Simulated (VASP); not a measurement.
Consider the following.

```xyz
2
Lattice="0.0000 2.8401 2.8401 2.8401 0.0000 2.8401 2.8401 2.8401 0.0000" Properties=species:S:1:pos:R:3 pbc="T T T"
Ga     0.0000     0.0000     0.0000
As     1.4201     1.4201     1.4201
```

Computed with PBE GGA with D3 dispersion (Becke-Johnson damping), VASP's PBE PAW potentials (set 64) (plane waves; VASP). Settings: 520 eV cut-off, 9×9×9 Γ-centred mesh, tetrahedra with Blöchl corrections, potentials Ga_d As.

Task: Tabulate the total density of states (states/eV per cell) against energy (eV; zero at the valence-band maximum or, without a gap, the Fermi level).

Result: 
```
E (eV)  DOS (states/eV)
------  ---------------
-9.96              0.00
-9.60              0.00
-9.24              0.00
-8.88              0.00
-8.52              0.00
-8.16              0.00
-7.80              0.00
-7.44              0.00
-7.08              0.00
-6.72              0.06
-6.48              2.08
-6.12              1.15
-5.76              0.65
-5.40              0.43
-5.04              0.33
-4.68              0.26
-4.32              0.19
-3.96              0.15
-3.60              1.69
-3.24              1.11
-2.88              1.25
-2.52              1.64
-2.16              1.60
-1.80              1.47
-1.44              1.40
-1.08              1.03
-0.72              0.54
-0.36              0.24
0.00               0.00
0.36               0.00
0.60               0.00
0.96               0.01
1.32               0.09
1.68               0.47
2.04               1.04
2.40               2.01
2.76               1.58
3.12               0.65
3.48               0.69
3.84               0.76
```
Within 2 eV below the valence-band maximum the largest weight inside VASP's projection spheres is As p, then Ga p.

The compound is GaAs in the zinc blende structure. It was relaxed first.
